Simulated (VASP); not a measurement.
Given:

```xyz
2
Lattice="0.0000 2.8208 2.8208 2.8208 0.0000 2.8208 2.8208 2.8208 0.0000" Properties=species:S:1:pos:R:3 pbc="T T T"
Be     0.0000     0.0000     0.0000
Te     1.4104     1.4104     1.4104
```

Computed with SCAN meta-GGA, VASP's PBE PAW potentials (set 64) (plane waves; VASP 6.6.1). Settings: 520 eV cut-off, 9×9×9 Γ-centred mesh, tetrahedra with Blöchl corrections, potentials Be Te.

Unless said otherwise, spin-orbit coupling is left out, though it shifts the bands of the heavy elements here.

**Question.** Predict the energy per atom (σ→0), band gap (over mesh and band path) with the smallest direct gap where there is one.

**Answer.** 
| Item | Result |
|---|---|
| band gap (over mesh and band path) | 2.25 eV |
| smallest direct gap (over mesh and band path) | 3.99 eV |
| energy per atom (σ→0) | -21.249 eV/atom |

Total energies compare only between runs with the same potentials, cut-off and functional.

The compound is BeTe in the zinc blende structure. It was relaxed first.
